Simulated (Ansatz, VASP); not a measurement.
## GePt in two plane-wave programs

One calculation is typed for both programs; each brings its own data sets. How far apart do they land? The cell is generated by rule, not measured, and may not be a known phase. The cell is taken from a series of runs on this material, whose earlier steps may have relaxed, scaled, displaced or heated it; both programs get it as it stands.

Method: plane waves, with VASP 6.6.1 beside it; relaxation of cell and atoms at r2SCAN, in Ansatz 0.2.0.

The structure was built from a prototype and need not be the compound's stable phase.

**1. Starting point**

The structure is cubic, space group Pm-3m (No. 221). The conventional cell has a = 3.152 Å, b = 3.152 Å, c = 3.152 Å, α = 90.00°, β = 90.00°, γ = 90.00°. Nearest to Pt lie 8 Ge at 2.73 Å. Ge has 8 Pt at 2.73 Å nearest. Farther neighbours are not listed.

**2. Ansatz: relaxation of cell and atoms, r2SCAN, pair 1**

Ansatz runs on its default PAW (the set named soft_2) files.

The relaxed volume is the usual yardstick between codes: in a stiff, nearly cubic crystal its relative difference is about their pressure difference at one cell divided by the bulk modulus.

File input.yaml:

```yaml
crystal:
  lattice:
    - [3.15233, 0.0, 0.0]
    - [0.0, 3.15233, 0.0]
    - [0.0, 0.0, 3.15233]
  atoms:
    - { symbol: Pt, position: [0.0, 0.0, 0.0] }
    - { symbol: Ge, position: [0.5, 0.5, 0.5] }
kpoints:
  mp_grid: { grid: [14, 14, 14] }
hamiltonian:
  xc: r2scan
scf:
  occupations: { method: gaussian, width: 0.1 }
output:
  forces: true
  stress: true
  eigenvalues: true
  write_density: true
  write_potential: true
  elf: true
  volumetric_format: npy
relax:
  adjacent_minimum: "off"
  f_tol: 0.005
  max_steps: 80
  cell: { stress_tol: 0.05 }
```

Started as:

```sh
> ansatz run input.yaml --threads 4 --pin off --max-ram 7168MiB --backend cpu --events-out ev --progress --plain --runs-dir out
```

Numbers of over 12 decimals in the logs are rounded to 6 here.

What it wrote:

```text
Engine: ansatz 0.2.0, aarch64-unknown-linux-gnu
Pseudopotentials: kind: paw
Pseudopotential: Pt, paw, valence charge 18, recommended cutoff 500 eV (meta_gga), Pt.paw.azcp
Pseudopotential: Ge, paw, valence charge 14, recommended cutoff 500 eV (meta_gga), Ge.paw.azcp
Functional definition: r2SCAN
  parameter k0 = 0.174
  parameter k1 = 0.065
  parameter a1 = 4.9479
  exchange = r2scan_x(k0 = k0, k1 = k1, a1 = a1)
  correlation = r2scan_c
Crystal: 2 atoms, lattice volume = 31.325 Å³
Basis set: ecut = 500 eV, 799 PW (Γ), exchange–correlation on 96×96×96 points (64 copies of the dense FFT grid, shifted against one another)
Bands: 20, of which v1, the nominal top of the filled ones, is band 16 counted from 1 (15 counted from 0)
Symmetry: 48 space group operations
Space group: Pm-3m (ITA 221), of the structure as read, at distance tolerance 3.2e-5 Å
k-points: 120 of 2744
Non-local potential: Pt, projectors of the file, l = 0: 3, l = 1: 2, l = 2: 2, l = 3: 1
Non-local potential: Ge, projectors of the file, l = 0: 2, l = 1: 2, l = 2: 3, l = 3: 1
PAW form: soft (Blöchl's): semilocal exchange-correlation on the pseudo side does not see the compensation charge
PAW frozen core: Pt, regenerated for the run's functional (the file was generated under x = pbe(κ = 0.804, μ = 0.219515), c = pbe(β = 0.066725))
PAW frozen core: Ge, regenerated for the run's functional (the file was generated under x = pbe(κ = 0.804, μ = 0.219515), c = pbe(β = 0.066725))
PAW one-centre angular grid: Pt, 590 points (default); XC on 160 Gauss nodes
PAW one-centre angular grid: Ge, 590 points (default); XC on 160 Gauss nodes
Initial density: superposition of atomic densities (neutral atoms: chi_scale 0, normalization atom), corrected by the library's trained network
Initial wavefunctions: pseudopotential atomic-orbital guess
Functional: x = r2scan, c = r2scan; τ floored in thin density (d = 2e-4 eV/Å³)
SCF iter   1: F=—  HF=-16839.728870 eV  |F-HF|=—  |Δ(HF+E_count)|=         —  Δρ=1.10e-2  dr2=3.15e-2  dr2_τ=1.08e-2  ethr=1.77e-3  ⟨swp⟩=5.3  Hψ=9851  notcnv=0
preconditioner: auto → none  [metal: Δε(μ)=0.036 eV  Ē_g=18.845 eV  σ=0.100 eV  W_gap=0.20  n_scr=6 (ndim 8)  ℏωp=32.5 eV  f_vac=0.000  D(μ)=0.65/eV (n_scr^D=0)  sad-step TF]
SCF iter   2: F=—  HF=-16839.739848 eV  |F-HF|=—  |Δ(HF+E_count)|=   1.10e-2  Δρ=4.32e-3  dr2=3.47e-3  dr2_τ=8.70e-4  ethr=9.85e-5  ⟨swp⟩=2.0  Hψ=5216  notcnv=0  defer=11
SCF iter   3: F=—  HF=-16839.740496 eV  |F-HF|=—  |Δ(HF+E_count)|=   6.49e-4  Δρ=1.71e-3  dr2=6.42e-4  dr2_τ=9.39e-5  ethr=1.08e-5  ⟨swp⟩=2.0  Hψ=3150  notcnv=0  defer=11
SCF iter   4: F=—  HF=-16839.740544 eV  |F-HF|=—  |Δ(HF+E_count)|=   4.77e-5  Δρ=7.87e-4  dr2=1.97e-4  dr2_τ=2.51e-5  ethr=2.01e-6  ⟨swp⟩=2.0  Hψ=3788  notcnv=0  defer=11
SCF iter   5: F=—  HF=-16839.740522 eV  |F-HF|=—  |Δ(HF+E_count)|=   2.18e-5  Δρ=3.92e-4  dr2=4.66e-5  dr2_τ=1.34e-6  ethr=6.15e-7  ⟨swp⟩=1.9  Hψ=3551  notcnv=0  defer=11
SCF iter   6: F=—  HF=-16839.740524 eV  |F-HF|=—  |Δ(HF+E_count)|=   1.61e-6  Δρ=1.14e-4  dr2=3.89e-6  dr2_τ=8.58e-8  ethr=1.46e-7  ⟨swp⟩=2.4  Hψ=3350  notcnv=0  defer=11
SCF iter   7: F=—  HF=-16839.740524 eV  |F-HF|=—  |Δ(HF+E_count)|=   2.62e-7  Δρ=1.73e-5  dr2=1.18e-7  dr2_τ=2.43e-9  ethr=1.22e-8  ⟨swp⟩=2.0  Hψ=3214  notcnv=0  defer=11
SCF iter   8: F=-16839.740524 eV  HF=-16839.740524 eV  |F-HF|=1.75e-10  |Δ(HF+E_count)|=   1.23e-8  Δρ=1.10e-6  dr2=4.25e-10  dr2_τ=3.18e-11  ethr=3.13e-10  ⟨swp⟩=7.5  Hψ=13533  notcnv=0
SCF 1 converged in 8 iterations: F = -16839.740524 eV  dr2 = 4.25e-10
  greatest PAW one-centre occupation: 1.000 electrons in one spin orbital (limit 2), on the Pt atom at site 0 (counted from 0), in its partial waves of l = 0
relax step   1: F+E_penalty+E_count = -16839.74052416 eV  Δ(F+E_penalty+E_count) = +0.000e0 eV  max|allowed force component| = 1.847e-29 eV/Å  Δτ_max = 0.0000 Å  P = +0.748 GPa  Ω = 31.325 Å³  (8 SCF iters, dr2 threshold 1.00e-7 eV, accepted)
[...]
relax step   2: F+E_penalty+E_count = -16839.74044006 eV  Δ(F+E_penalty+E_count) = +8.410e-5 eV  max|allowed force component| = 4.996e-30 eV/Å  Δτ_max = 0.0000 Å  P = -0.690 GPa  Ω = 31.603 Å³  energy of the carried Pulay correction = -1.237e-4 eV  (7 SCF iters, dr2 threshold 2.00e-7 eV, accepted)
[...]
relax step   3: F+E_penalty+E_count = -16839.74079166 eV  Δ(F+E_penalty+E_count) = -3.516e-4 eV  max|allowed force component| = 2.925e-30 eV/Å  Δτ_max = 0.0000 Å  P = -0.007 GPa  Ω = 31.469 Å³  energy of the carried Pulay correction = -6.420e-5 eV  (6 SCF iters, dr2 threshold 2.00e-7 eV, accepted)
[...]
relax step   4: F+E_penalty+E_count = -16839.74085652 eV  Δ(F+E_penalty+E_count) = -6.486e-5 eV  max|allowed force component| = 2.761e-30 eV/Å  Δτ_max = 0.0000 Å  P = -0.005 GPa  Ω = 31.469 Å³  stress off target by 4.56e-3 GPa  SCF on the basis re-selected at this cell (its energy is not comparable with the rows above)  (5 SCF iters)
basis re-selected at this cell: Δ(F+E_penalty+E_count) = -6.486e-5 eV, ΔP = +0.002 GPa vs the last step (what re-selecting the basis moved, of the pressure what is left beyond the Pulay correction that the steps carried, after the strain that the cell walked since its last selection, with what the two solves' SCF thresholds leave and, on support functions, any second-order correction that the steps lacked; it is no m [...]
SCF converged after 5 iterations
Free energy (F): -16839.740857 eV
Harris-Foulkes:  -16839.740857 eV  (|F-HF|=1.46e-11)
Internal energy: -16839.737685 eV  (E = F + TS)
E sigma→0 (E₀):  -16839.739271 eV
Entropy (-TS):   -0.003171 eV (-1.586 meV/atom)
Fermi energy:    18.241920 eV
--- Per-component energies (eV) ---
  E_band       = -266.896353
  E_kinetic    = 750.961599
  E_local      = -3546.307425  (includes V_loc(G=0)·N_el)
  E_nonlocal   = 621.638877
  E_hartree    = 1454.817247
  E_xc         = -319.833693
  E_vxc        = -407.058174  (∫ρ·V_xc dr)
  E_paw        = -11513.365395  (= ΣΔE_a)
  E_vpaw       = -621.638375  (= ΣTr[D̂ρ^β])
  E_aug_tail   = 0.000173  (compensation charges beyond the density's cutoff)
  E_vtau       = 25.872509  (kinetic-family band-sum trace: ∫τ·v_τ [+ j·A + Jᵃ·Aᵃ] dr)
  E_ewald      = -4286.331809
  E_core_change = -1.317260  (= ΣΔE_core)
  E_smearing   = -0.003171  (= −TS)
  E_closure    = -0.000000  (closes the sum)
  Σ components = -16839.740857   (vs F -16839.740857, Δ=0.00e0)
--- Forces (eV/Å), atoms counted from 1 ---
  atom   1  Pt    -0.00000000    -0.00000000     0.00000000
  atom   2  Ge     0.00000000     0.00000000    -0.00000000
  max |Σ_I F_I| component: 5.00e-30 eV/Å
--- Stress (GPa, compression-positive) ---
       -0.004556       0.000000      -0.000000
        0.000000      -0.004556      -0.000000
       -0.000000      -0.000000      -0.004556
  P = ⅓ Tr σ = -0.0046 GPa (-0.046 kbar)
--- Band table (eV; the first three rows and the last of 120) ---
  k-point 0: bands = [... 12 lower, 15.7263, 15.7263, 15.7263, 20.0610, 20.0610, 20.0610, 23.4134, 28.7493]
  k-point 1: bands = [... 12 lower, 15.5942, 15.5942, 15.7317, 19.4021, 20.2810, 20.2810, 23.9667, 28.5867]
  k-point 2: bands = [... 12 lower, 15.2711, 15.2711, 15.7468, 18.2235, 20.8688, 20.8688, 24.8293, 28.1569]
  k-point 119: bands = [... 12 lower, 12.6647, 16.8436, 16.8436, 20.8387, 20.8387, 20.8387, 22.5861, 22.5861]
--- Relaxed structure (3 steps of the walk, 3 accepted, 1 SCFs on fresh bases) ---
  F+E_penalty+E_count = -16839.74085652 eV   max|allowed force component| = 2.761e-30 eV/Å   (the final SCF, on the basis selected at the relaxed cell)
  cell:  # Å, volume = 31.4691 Å³
    - [3.157146, 0, 0]
    - [0, 3.157146, 0]
    - [0.0, 0, 3.157146]
  atoms:
    - { symbol: Pt, position: [0, 0, 0] }
    - { symbol: Ge, position: [0.5, 0.5, 0.5] }
```

**3. VASP: relaxation of cell and atoms, r2SCAN, pair 1**

The same cell, functional, mesh and smearing now go to VASP, with its own data sets.

Lines of VASP's logs that name or quote its potential files are left out, and so is its time.

File INCAR:

```
SYSTEM = GePt
PREC = Accurate
ENCUT = 550
EDIFF = 1E-07
NELM = 120
ISMEAR = 0
SIGMA = 0.1
LREAL = .FALSE.
ALGO = Normal
METAGGA = R2SCAN
LASPH = .TRUE.
NBANDS = 18
LORBIT = 11
LWAVE = .FALSE.
LCHARG = .FALSE.
ISIF = 3
IBRION = 2
NSW = 80
EDIFFG = -0.005
GGA_COMPAT = .FALSE.
NELMIN = 4
LMIXTAU = .TRUE.
KPAR = 2
```

File POSCAR:

```
GePt
1.0
    3.1523300000      0.0000000000      0.0000000000
    0.0000000000      3.1523300000      0.0000000000
    0.0000000000      0.0000000000      3.1523300000
Pt Ge
1 1
Direct
    0.0000000000      0.0000000000      0.0000000000
    0.5000000000      0.5000000000      0.5000000000
```

File KPOINTS:

```
Automatic mesh
0
Gamma
14 14 14
0 0 0
```

PAW data sets: Pt and Ge_d (PBE family, release 64).

Started as:

```sh
> mpirun -np 2 vasp_std
```

What it wrote:

```text
[banner, memory and clock lines left out]
running    2 mpi-ranks, on    1 nodes
 distrk:  each k-point on    1 cores,    2 groups
 distr:  one band on    1 cores,    1 groups

 POSCAR found type information on POSCAR PtGe
 POSCAR found :  2 types and       2 ions
|                                                                             |
|               ----> ADVICE to this user running VASP <----                  |
|                                                                             |
|     You enforced a specific xc type in the INCAR file but a different       |
|     [... a line on the potential file left out ...]
|     I HOPE YOU KNOW WHAT YOU ARE DOING!                                     |
|                                                                             |

 LDA part: xc-table for (None), standard interpolation
 POSCAR, INCAR and KPOINTS ok, starting setup
 FFT: planning ... GRIDC
 FFT: planning ... GRID_SOFT
 FFT: planning ... GRID
 WAVECAR not read
 entering main loop
       N       E                     dE             d eps       ncg     rms          rms(c)
DAV:   1     0.110422935004E+03    0.11042E+03   -0.12919E+04  4952   0.348E+03
DAV:   2    -0.526915303251E+02   -0.16311E+03   -0.15684E+03  4524   0.582E+02
DAV:   3    -0.697818369122E+02   -0.17090E+02   -0.16792E+02  4648   0.118E+02
DAV:   4    -0.701620160431E+02   -0.38018E+00   -0.37966E+00  4884   0.172E+01
DAV:   5    -0.701686249705E+02   -0.66089E-02   -0.66083E-02  4850   0.251E+00    0.104E+01
DAV:   6    -0.654147267600E+02    0.47539E+01   -0.42798E+00  4552   0.160E+01    0.614E+00
DAV:   7    -0.654274540207E+02   -0.12727E-01   -0.37291E-01  4620   0.475E+00    0.352E+00
DAV:   8    -0.654269154810E+02    0.53854E-03   -0.76613E-02  4522   0.165E+00    0.837E-01
DAV:   9    -0.654345719400E+02   -0.76565E-02   -0.30911E-02  4636   0.152E+00    0.101E-01
DAV:  10    -0.654366338164E+02   -0.20619E-02   -0.28756E-03  4466   0.511E-01    0.572E-02
DAV:  11    -0.654362878841E+02    0.34593E-03   -0.76728E-04  4394   0.274E-01    0.588E-02
DAV:  12    -0.654368132486E+02   -0.52536E-03   -0.83457E-04  4376   0.281E-01    0.113E-02
DAV:  13    -0.654369196945E+02   -0.10645E-03   -0.44262E-05  4524   0.631E-02    0.575E-03
DAV:  14    -0.654369293581E+02   -0.96636E-05   -0.89857E-06  4742   0.347E-02    0.366E-03
DAV:  15    -0.654369290168E+02    0.34131E-06   -0.14436E-06  4618   0.952E-03    0.525E-04
DAV:  16    -0.654369293525E+02   -0.33567E-06   -0.10357E-07  3122   0.251E-03    0.767E-04
DAV:  17    -0.654369294174E+02   -0.64956E-07   -0.40731E-08  2274   0.222E-03
   1 F= -.65436929E+02 E0= -.65435347E+02  d E =-.654369E+02
[...]
2 F= -.65436521E+02 E0= -.65434864E+02  d E =0.408881E-03
[...]
3 F= -.65437315E+02 E0= -.65435715E+02  d E =-.386051E-03
 curvature:  -0.22 expect dE=-0.174E-05 dE for cont linesearch -0.174E-05
 ZBRENT: interpolating
 opt :   0.4292  next Energy=   -65.437317 (dE=-0.388E-03)
 bond charge predicted
       N       E                     dE             d eps       ncg     rms          rms(c)
DAV:   1    -0.654373453639E+02   -0.29871E-04   -0.42701E-04  5262   0.323E-01    0.333E-02
DAV:   2    -0.654373184305E+02    0.26933E-04   -0.75518E-05  5124   0.868E-02    0.146E-02
DAV:   3    -0.654373152288E+02    0.32017E-05   -0.51739E-06  5324   0.378E-02    0.817E-03
DAV:   4    -0.654373134998E+02    0.17290E-05   -0.23257E-06  5174   0.208E-02    0.218E-03
DAV:   5    -0.654373140578E+02   -0.55804E-06   -0.60696E-07  5360   0.912E-03    0.840E-04
DAV:   6    -0.654373145154E+02   -0.45760E-06   -0.14799E-07  3594   0.274E-03    0.262E-04
DAV:   7    -0.654373146880E+02   -0.17256E-06   -0.76645E-09  2178   0.658E-04    0.168E-04
DAV:   8    -0.654373148047E+02   -0.11670E-06   -0.22341E-09  2176   0.522E-04    0.361E-05
DAV:   9    -0.654373148340E+02   -0.29302E-07   -0.68375E-10  2172   0.289E-04
   4 F= -.65437315E+02 E0= -.65435713E+02  d E =-.385417E-03
 curvature:  -0.22 expect dE=-0.651E-11 dE for cont linesearch -0.651E-11
 trial: gam= 0.00000 g(F)=  0.458E-64 g(S)=  0.299E-10 ort =-0.244E-06 (trialstep = 0.886E+00)
 search vector abs. value=  0.130E-09
 reached required accuracy - stopping structural energy minimisation
```

OUTCAR, selected parts (step 3):

```text
ion  position               nearest neighbor table
   1  0.000  0.000  0.000-   2 2.73   2 2.73   2 2.73   2 2.73   2 2.73   2 2.73   2 2.73   2 2.73

  LATTYP: Found a simple cubic cell.
 ALAT       =     3.1523300000

 Subroutine GETGRP returns: Found 48 space group operations
 (whereof 48 operations were pure point group operations)

The static configuration has the point symmetry O_h .

 Found    120 irreducible k-points:

   k-points           NKPTS =    120   k-points in BZ     NKDIM =    120   number of bands    NBANDS=     18

   dimension x,y,z NGX =    24 NGY =   24 NGZ =   24
   dimension x,y,z NGXF=    48 NGYF=   48 NGZF=   48

   ENCUT  =  550.0 eV  40.42 Ry    6.36 a.u.   6.03  6.03  6.03*2*pi/ulx,y,z

   NELECT =      24.0000    total number of electrons

 k-points in reciprocal lattice and weights: Automatic mesh
   0.00000000  0.00000000  0.00000000       0.000
   0.07142857  0.00000000  0.00000000       0.002
   0.14285714  0.00000000  0.00000000       0.002
   0.21428571  0.00000000  0.00000000       0.002
   0.28571429  0.00000000  0.00000000       0.002
   0.35714286  0.00000000  0.00000000       0.002
   0.42857143  0.00000000  0.00000000       0.002
   0.50000000  0.00000000  0.00000000       0.001
   0.07142857  0.07142857  0.00000000       0.004
[...]
0.50000000  0.50000000  0.42857143       0.002
   0.50000000  0.50000000  0.50000000       0.000

 average (electrostatic) potential at core
       1 -69.7299       2 -74.8956

 E-fermi :   9.8299

 k-point     1 :       0.0000    0.0000    0.0000
  band No.  band energies     occupation
    ...
      7       4.6212      2.00000
      8       4.6212      2.00000
      9       7.3272      2.00000
     10       7.3272      2.00000
     11       7.3272      2.00000
     12      11.6480      0.00000
     13      11.6480      0.00000
     14      11.6480      0.00000
     15      14.9751      0.00000
     16      20.3730      0.00000
    ...

 k-point     2 :       0.0714    0.0000    0.0000
  band No.  band energies     occupation
    ...
      7       4.6282      2.00000
      8       4.6406      2.00000
      9       7.1948      2.00000
     10       7.1948      2.00000
     11       7.3324      2.00000
     12      10.9873      0.00000
     13      11.8683      0.00000
     14      11.8683      0.00000
     15      15.5309      0.00000
     16      20.2106      0.00000
    ...

 k-point     3 :       0.1429    0.0000    0.0000
  band No.  band energies     occupation
    ...
      8       4.6958      2.00000
      9       6.8712      2.00000
     10       6.8712      2.00000
     11       7.3471      2.00000
     12       9.8085      1.23780
     13      12.4567      0.00000
     14      12.4567      0.00000
     15      16.3966      0.00000
     16      19.7812      0.00000
     17      21.7451      0.00000
    ...

  Total       -0.0000203     -0.0000203     -0.0000203      0.0000000      0.0000000     -0.0000000
  in kB       -0.0010345     -0.0010345     -0.0010345      0.0000000      0.0000000     -0.0000000
  external PRESSURE =      -0.0010345 kB  Pullay stress =       0.0000000 kB

  energy-cutoff  :      550.00
  volume of cell :       31.49
      direct lattice vectors                 reciprocal lattice vectors
     3.157739285 -0.000000000 -0.000000000     0.316682256  0.000000000  0.000000000
    -0.000000000  3.157739285 -0.000000000     0.000000000  0.316682256  0.000000000
    -0.000000000 -0.000000000  3.157739285     0.000000000  0.000000000  0.316682256

 POSITION                                       TOTAL-FORCE (eV/Angst)
 -----------------------------------------------------------------------------------
      0.00000      0.00000      0.00000         0.000000      0.000000      0.000000
      1.57887      1.57887      1.57887        -0.000000     -0.000000      0.000000
 -----------------------------------------------------------------------------------
    total drift:                                0.000000      0.000000     -0.000000

  FREE ENERGIE OF THE ION-ELECTRON SYSTEM (eV)
  ---------------------------------------------------
  free  energy   TOTEN  =       -65.4373148340 eV

  energy  without entropy=      -65.4341107408  energy(sigma->0) =      -65.43571279

 reached required accuracy - stopping structural energy minimisation

 total charge
# of ion       s       p       d       tot
------------------------------------------
    1        0.618   0.472   8.207   9.297
    2        1.159   1.018  10.082  12.259
--------------------------------------------------
tot          1.778   1.490  18.289  21.556

[... 3 further parts left out ...]
```

CONTCAR:

```
GePt
   1.00000000000000
     3.1577392847555137   -0.0000000000000000   -0.0000000000000000
    -0.0000000000000000    3.1577392847555137   -0.0000000000000000
    -0.0000000000000000   -0.0000000000000000    3.1577392847555137
  Pt              Ge
     1     1
Direct
     0.0000000000000000    0.0000000000000000    0.0000000000000000
     0.5000000000000000    0.5000000000000000    0.5000000000000000
```

The run keeps the 48 symmetry operations of its start, so it cannot find a distortion of lower symmetry.

**4. Comparison**

Known differences besides the potentials themselves: VASP keeps PBE cores, Ansatz makes them for the functional; the data sets hold 32 valence electrons in Ansatz (on its default PAW (the set named soft_2) files) and 24 in VASP; the cutoff is 500 eV in Ansatz and 550 eV in VASP; Ansatz adds a Pulay correction to the stress that steers its cell, VASP none. Total energies have different zeros and are not compared.

The two programs side by side:

```csv
quantity,Ansatz,VASP,difference
volume (Å³),31.47,31.49,-0.06 %
"edge a after relaxation, in the typed setting (Å)",3.157,3.158,-0.02 %
```

(Continued in part 2 of 2.)

[Lines on the potential files, build, host, timing and source positions are cut from VASP's logs without a mark.]

[Logs are printed without paths, hosts, clocks, repeated set-up lines and the standing remarks that a program may print on its own settings, such as how far it seeks lower states.]

[Hosts, paths, dates, database ids (printed as entryN), source tags and the programs' standing remarks are cut or masked in the printed files.]
